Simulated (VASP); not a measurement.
# MgH2: structure and properties in VASP, part 2 of 6

Aim: relax MgH2, then compute properties on the relaxed cell. The start is a cell from a database of measured crystal structures.

VASP 6.6.1; AM05; plane waves and PAW (Mg, H).

So far, gap on the k-mesh (eV): step 2 (full relaxation (AM05)) 3.74.

## (3) Second relaxation

A relaxation keeps the plane waves of the cell it began with, so it is repeated from the new cell, on a basis made for it.

Input file INCAR:

```
SYSTEM = MgH2
PREC = Accurate
ENCUT = 400
EDIFF = 1E-06
NELM = 100
ISMEAR = 0
SIGMA = 0.05
LREAL = .FALSE.
ALGO = Normal
GGA = AM
NBANDS = 10
LORBIT = 11
LWAVE = .FALSE.
LCHARG = .FALSE.
KPAR = 4
IBRION = 2
NSW = 60
ISIF = 3
EDIFFG = -0.01
```

Input file POSCAR:

```
MgH2
1.0
    4.4816113774      0.0000000000      0.0000000000
    0.0000000000      4.4816113774      0.0000000000
    0.0000000000      0.0000000000      3.0069633913
Mg H
2 4
Direct
    0.0000000000      0.0000000000      0.0000000000
    0.5000000000      0.5000000000      0.5000000000
    0.3044375503      0.3044375503      0.0000000000
    0.1955624497      0.8044375503      0.5000000000
    0.6955624497      0.6955624497      0.0000000000
    0.8044375503      0.1955624497      0.5000000000
```

Input file KPOINTS:

```
Automatic mesh
0
Gamma
5 5 7
0 0 0
```

PAW data sets: Mg and H (PBE family, release 64).

The run is started by

```bash
mpirun -np 4 vasp_std
```

Output:

```text
[banner, memory and clock lines left out]
running    4 mpi-ranks, on    1 nodes
 distrk:  each k-point on    1 cores,    4 groups
 distr:  one band on    1 cores,    1 groups

 POSCAR found type information on POSCAR MgH
 POSCAR found :  2 types and       6 ions
 [... a notice as in an earlier step ...]

 LDA part: xc-table for (Slater+PW92), standard interpolation
 POSCAR, INCAR and KPOINTS ok, starting setup
 FFT: planning ... GRIDC
 FFT: planning ... GRID_SOFT
 FFT: planning ... GRID
 WAVECAR not read
 entering main loop
       N       E                     dE             d eps       ncg     rms          rms(c)
DAV:   1    -0.197362880411E+01   -0.19736E+01   -0.28214E+03   496   0.492E+02
DAV:   2    -0.176180597192E+02   -0.15644E+02   -0.14455E+02   592   0.718E+01
DAV:   3    -0.183042302404E+02   -0.68617E+00   -0.68557E+00   600   0.165E+01
DAV:   4    -0.183068752264E+02   -0.26450E-02   -0.26449E-02   594   0.111E+00
DAV:   5    -0.183068994024E+02   -0.24176E-04   -0.24176E-04   588   0.104E-01    0.601E+00
DAV:   6    -0.175113204243E+02    0.79558E+00   -0.55057E-01   526   0.376E+00    0.313E+00
DAV:   7    -0.172367463391E+02    0.27457E+00   -0.74441E-01   520   0.474E+00    0.468E-01
DAV:   8    -0.172440755729E+02   -0.73292E-02   -0.17653E-02   522   0.871E-01    0.666E-02
DAV:   9    -0.172440418602E+02    0.33713E-04   -0.35231E-04   636   0.122E-01    0.199E-02
DAV:  10    -0.172440769534E+02   -0.35093E-04   -0.62975E-05   518   0.545E-02    0.102E-02
DAV:  11    -0.172440750174E+02    0.19360E-05   -0.55623E-06   550   0.111E-02    0.184E-03
DAV:  12    -0.172440750276E+02   -0.10151E-07   -0.21789E-07   296   0.335E-03
   1 F= -.17244075E+02 E0= -.17244075E+02  d E =-.172441E+02
 curvature:   0.00 expect dE= 0.000E+00 dE for cont linesearch  0.000E+00
 trial: gam= 0.00000 g(F)=  0.278E-06 g(S)=  0.366E-05 ort = 0.000E+00 (trialstep = 0.100E+01)
 search vector abs. value=  0.394E-05
 reached required accuracy - stopping structural energy minimisation
```

Run time: 3.4 s. Hardware: 4 MPI ranks of Intel Xeon Platinum 8559C (Emerald Rapids), shared host; peak memory 0.52 GiB; 10 s of CPU time.

Parts of OUTCAR (step 3):

```text
  LATTYP: Found a simple tetragonal cell.
 ALAT       =     4.4816113774
 C/A-ratio  =     0.6709558545

 Found     24 irreducible k-points:

   ENCUT  =  400.0 eV  29.40 Ry    5.42 a.u.   7.31  7.31  4.90*2*pi/ulx,y,z

   NELECT =       8.0000    total number of electrons

 E-fermi :  -0.1641

 k-point     1 :       0.0000    0.0000    0.0000
  band No.  band energies     occupation
      1      -7.0227      2.00000
      2      -1.8967      2.00000
      3      -1.8967      2.00000
      4      -0.8459      2.00000
      5       4.0741      0.00000
      6       4.5701      0.00000
      7       8.6881      0.00000
      8       8.6881      0.00000
      9      10.4343      0.00000
    ...

 k-point     2 :       0.2000    0.0000    0.0000
  band No.  band energies     occupation
      1      -6.7527      2.00000
      2      -3.0866      2.00000
      3      -1.7149      2.00000
      4      -0.4399      2.00000
      5       4.1878      0.00000
      6       5.3459      0.00000
      7       7.0909      0.00000
      8       9.3446      0.00000
      9      10.9530      0.00000
    ...

  Total       -0.0148782     -0.0148782     -0.0034842      0.0000000      0.0000000      0.0000000
  in kB       -0.3946973     -0.3946973     -0.0924307      0.0000000      0.0000000      0.0000000
  external PRESSURE =      -0.2939417 kB  Pullay stress =       0.0000000 kB

  energy-cutoff  :      400.00
  volume of cell :       60.39
      direct lattice vectors                 reciprocal lattice vectors
     4.481611377  0.000000000  0.000000000     0.223134028  0.000000000  0.000000000
     0.000000000  4.481611377  0.000000000     0.000000000  0.223134028  0.000000000
     0.000000000  0.000000000  3.006963391     0.000000000  0.000000000  0.332561415

 POSITION                                       TOTAL-FORCE (eV/Angst)
 -----------------------------------------------------------------------------------
      0.00000      0.00000      0.00000         0.000000      0.000000      0.000000
      2.24081      2.24081      1.50348         0.000000      0.000000      0.000000
      1.36437      1.36437      0.00000         0.000848      0.000848      0.000000
      0.87643      3.60518      1.50348        -0.000848      0.000848      0.000000
      3.11724      3.11724      0.00000        -0.000848     -0.000848      0.000000
      3.60518      0.87643      1.50348         0.000848     -0.000848      0.000000
 -----------------------------------------------------------------------------------
    total drift:                               -0.000000     -0.000000      0.000000

  FREE ENERGIE OF THE ION-ELECTRON SYSTEM (eV)
  ---------------------------------------------------
  free  energy   TOTEN  =       -17.2440750276 eV

  energy  without entropy=      -17.2440750276  energy(sigma->0) =      -17.24407503

[... 7 parts as in an earlier step ...]

[... 6 further parts left out ...]
```

CONTCAR:

```
MgH2
   1.00000000000000
     4.4816113774000002    0.0000000000000000    0.0000000000000000
     0.0000000000000000    4.4816113774000002    0.0000000000000000
     0.0000000000000000    0.0000000000000000    3.0069633912999998
  Mg              H
     2     4
Direct
     0.0000000000000000    0.0000000000000000    0.0000000000000000
     0.5000000000000000    0.5000000000000000    0.5000000000000000
     0.3044375503000012    0.3044375503000012    0.0000000000000000
     0.1955624496999988    0.8044375503000012    0.5000000000000000
     0.6955624496999988    0.6955624496999988    0.0000000000000000
     0.8044375503000012    0.1955624496999988    0.5000000000000000
```

Little changed from the start: no atom moved by 0.005 Å and no cell edge by 0.1 %.

This step gave:

| Property | Result |
| --- | --- |
| free energy (TOTEN) | -17.24 eV |
| Fermi energy | -0.1641 eV |
| pressure | -0.02939 GPa |
| SCF cycles over all ionic steps | 12 |

It ends with a largest force of 0.001 eV/Å and a pressure of -0.03 GPa. The volume moved by under 0.01 %: the run met its threshold at the first step.

## (4) Density, ELF and potential (AM05)

The relaxed cell gets a fresh self-consistent run, on a basis set for its own volume, to fix the density and to check the remaining stress.

INCAR: that of step 3 with these lines changed.

```diff
@@ -13,7 +13,5 @@
 LWAVE = .FALSE.
-LCHARG = .FALSE.
-KPAR = 4
-IBRION = 2
-NSW = 60
-ISIF = 3
-EDIFFG = -0.01
+LCHARG = .TRUE.
+ISIF = 2
+LELF = .TRUE.
+LVHAR = .TRUE.
```

POSCAR is that of step 3.

KPOINTS is that of step 3.

The run is started by

```bash
mpirun -np 4 vasp_std
```

Output:

```text
[banner, memory and clock lines left out]
running    4 mpi-ranks, on    1 nodes
 distrk:  each k-point on    4 cores,    1 groups
 distr:  one band on    1 cores,    4 groups

 POSCAR found type information on POSCAR MgH
 POSCAR found :  2 types and       6 ions
 [... a notice as in an earlier step ...]

 LDA part: xc-table for (Slater+PW92), standard interpolation
|                                                                             |
|           W    W    AA    RRRRR   N    N  II  N    N   GGGG   !!!           |
|           W    W   A  A   R    R  NN   N  II  NN   N  G    G  !!!           |
|           W    W  A    A  R    R  N N  N  II  N N  N  G       !!!           |
|           W WW W  AAAAAA  RRRRR   N  N N  II  N  N N  G  GGG   !            |
|           WW  WW  A    A  R   R   N   NN  II  N   NN  G    G                |
|           W    W  A    A  R    R  N    N  II  N    N   GGGG   !!!           |
|                                                                             |
|     The number of bands has been changed from the values supplied in        |
|     The orbitals not found in the WAVECAR file will be initialized with     |
|     random numbers, which is usually adequate. For correlated               |
|     calculations, however, you should redo the groundstate calculation.     |
|     I found NBANDS = 10. Now, NBANDS = 12.                                  |
|                                                                             |

 POSCAR, INCAR and KPOINTS ok, starting setup
 FFT: planning ... GRIDC
 FFT: planning ... GRID_SOFT
 FFT: planning ... GRID
 WAVECAR not read
 entering main loop
       N       E                     dE             d eps       ncg     rms          rms(c)
DAV:   1    -0.250605468909E+01   -0.25061E+01   -0.24925E+03   584   0.394E+02
DAV:   2    -0.176077954336E+02   -0.15102E+02   -0.14722E+02   704   0.676E+01
DAV:   3    -0.183042091250E+02   -0.69641E+00   -0.69546E+00   720   0.141E+01
DAV:   4    -0.183068707692E+02   -0.26616E-02   -0.26616E-02   648   0.101E+00
DAV:   5    -0.183068992689E+02   -0.28500E-04   -0.28500E-04   716   0.106E-01    0.601E+00
DAV:   6    -0.175111924017E+02    0.79571E+00   -0.51202E-01   632   0.313E+00    0.313E+00
DAV:   7    -0.172366253951E+02    0.27457E+00   -0.70550E-01   652   0.398E+00    0.470E-01
DAV:   8    -0.172441170865E+02   -0.74917E-02   -0.18668E-02   628   0.764E-01    0.740E-02
DAV:   9    -0.172440394480E+02    0.77639E-04   -0.36465E-04   724   0.103E-01    0.205E-02
DAV:  10    -0.172440773464E+02   -0.37898E-04   -0.73652E-05   632   0.489E-02    0.109E-02
DAV:  11    -0.172440750050E+02    0.23414E-05   -0.58291E-06   692   0.988E-03    0.177E-03
DAV:  12    -0.172440750321E+02   -0.27056E-07   -0.21450E-07   356   0.294E-03
   1 F= -.17244075E+02 E0= -.17244075E+02  d E =-.574150E-16
```

Run time: 3.2 s. Hardware: 4 MPI ranks; peak memory 0.41 GiB; 9.5 s of CPU time.

Parts of OUTCAR (step 4):

```text
 Found     24 irreducible k-points:

   k-points           NKPTS =     24   k-points in BZ     NKDIM =     24   number of bands    NBANDS=     12

   NELECT =       8.0000    total number of electrons

 E-fermi :  -0.1655

 k-point     1 :       0.0000    0.0000    0.0000
  band No.  band energies     occupation
      1      -7.0228      2.00000
      2      -1.8968      2.00000
      3      -1.8968      2.00000
      4      -0.8459      2.00000
      5       4.0741      0.00000
      6       4.5701      0.00000
      7       8.6881      0.00000
      8       8.6881      0.00000
      9      10.4343      0.00000
    ...

 k-point     2 :       0.2000    0.0000    0.0000
  band No.  band energies     occupation
      1      -6.7527      2.00000
      2      -3.0866      2.00000
      3      -1.7150      2.00000
      4      -0.4399      2.00000
      5       4.1878      0.00000
      6       5.3458      0.00000
      7       7.0909      0.00000
      8       9.3445      0.00000
      9      10.9530      0.00000
    ...

  Total       -0.0147940     -0.0147940     -0.0034073      0.0000000      0.0000000      0.0000000
  in kB       -0.3924649     -0.3924649     -0.0903917      0.0000000      0.0000000      0.0000000
  external PRESSURE =      -0.2917738 kB  Pullay stress =       0.0000000 kB

 POSITION                                       TOTAL-FORCE (eV/Angst)
 -----------------------------------------------------------------------------------
      0.00000      0.00000      0.00000         0.000000     -0.000000     -0.000000
      2.24081      2.24081      1.50348         0.000000     -0.000000     -0.000000
      1.36437      1.36437      0.00000         0.000849      0.000849      0.000000
      0.87643      3.60518      1.50348        -0.000849      0.000849     -0.000000
      3.11724      3.11724      0.00000        -0.000849     -0.000849     -0.000000
      3.60518      0.87643      1.50348         0.000849     -0.000849     -0.000000
 -----------------------------------------------------------------------------------
    total drift:                               -0.000000     -0.000000      0.000000

  FREE ENERGIE OF THE ION-ELECTRON SYSTEM (eV)
  ---------------------------------------------------
  free  energy   TOTEN  =       -17.2440750321 eV

  energy  without entropy=      -17.2440750321  energy(sigma->0) =      -17.24407503

[... 9 parts as in an earlier step ...]

[... 5 further parts left out ...]
```

This step gave:

| Quantity | Value |
| --- | --- |
| SCF cycles | 12 |
| bands | 12 |
| Fermi energy | -0.1655 eV |
| pressure | -0.02918 GPa |

Valence electrons inside each PAW sphere by angular momentum. Sphere charges, by row:

```tsv
atom	s (e)	p (e)	d (e)	tot (e)
Mg1	0.153	0.154	0.041	0.348
Mg2	0.153	0.154	0.041	0.348
H3	0.561	0.002	0	0.564
H4	0.561	0.002	0	0.564
H5	0.561	0.002	0	0.564
H6	0.561	0.002	0	0.564
```

Valence density in the ab plane at fractional z = 0.000, with atoms of Mg and H within 0.2 Å of it. It is the smooth field of the valence electrons, not physical close to the nuclei.

Ten steps, logarithmic in the rise over the least value, from '_' (0.0 e/Å³) to '@' (1.4 e/Å³), each cell a mean:
```
____..::....__..::------::__
....::::......::==++++++==::
::::::::::..::==**####**++--
::::::::::::--++##@@@@##++--
......::::::==++##@@@@##++--
____..::----==++**####**==::
__..::====++====++++++==::..
..::==******++======--::..__
::--++%%@@%%**++--::::......
::==**%%@@@@**==--::::::....
::==**%%%%%%**==::::::::::::
..--++****++==::....::::::..
__::--====--::..__..::::..__
____..::::::..____..::::..__
```
Columns run along a (4.5 Å), rows up along b (4.5 Å). Atoms in or near the plane, at fractional coordinates: Mg at (0.00, 0.00), H at (0.30, 0.30), H at (0.70, 0.70).

ELF in the ab plane at fractional z = 0.000, with atoms of Mg and H within 0.2 Å of it. It is the smooth field of the valence electrons, not physical close to the nuclei.

Ten even steps from '0' (0.01 × 1e-1) to '9' (9.99 × 1e-1), each cell a mean:
```
00000000244320
00000003799872
00000027999983
00000038999994
00000138999994
00011126999972
01366533688730
03799973233200
16999995110000
17999996100000
16999996100000
05999973000000
01567631000000
00011100000000
```
Columns run along a (4.5 Å), rows up along b (4.5 Å). Atoms in or near the plane, at fractional coordinates: Mg at (0.00, 0.00), H at (0.30, 0.30), H at (0.70, 0.70).

Electrostatic potential energy in the ab plane at fractional z = 0.000, with atoms of Mg and H within 0.2 Å of it. With pseudopotentials it is smooth inside the atoms' cores, unlike the true potential.

Ten even steps from '_' (-21 eV) to '@' (5 eV), each cell a mean:
```
____--**%%@@@@@@@@@@%%++..__
..::++##%%@@@@@@@@@@%%**==..
++++##%%@@@@@@@@@@##**##**++
%%%%%%@@@@@@@@@@##::..**%%%%
@@@@@@@@@@@@@@%%##::::##@@@@
@@@@@@@@@@@@%%%%%%####@@@@@@
@@@@@@@@@@%%%%%%%%%%@@@@@@@@
@@@@@@@@%%%%%%%%%%@@@@@@@@@@
@@@@@@**--++%%%%@@@@@@@@@@@@
%%%%%%==__--%%@@@@@@@@@@%%%%
**####**==**@@@@@@@@@@%%##**
::--**##%%@@@@@@@@@@%%##++--
____--##%%@@@@@@@@@@%%++::__
____::**%%@@@@@@@@@@%%++..__
```
Columns run along a (4.5 Å; values clipped at the 3rd and 97th percentile), rows up along b (4.5 Å). Atoms in or near the plane, at fractional coordinates: Mg at (0.00, 0.00), H at (0.30, 0.30), H at (0.70, 0.70).

In this run the pressure is -0.03 GPa, small enough to go on; single stress components reach 0.04 GPa.

[end of part 2 of 6]

[Lines on the potential files, build, host, timing and source positions are cut from VASP's logs without a mark.]

[Logs are printed without paths, hosts, clocks, repeated set-up lines and the standing remarks that a program may print on its own settings, such as how far it seeks lower states.]

[Hosts, paths, dates, database ids (printed as entryN), source tags and the programs' standing remarks are cut or masked in the printed files.]

[A measured line is paired with the nearest computed mode of its activity, which favours agreement.]

[In band tables of VASP the shares of atoms and orbitals are scaled to a sum of 1 inside the atoms' spheres.]
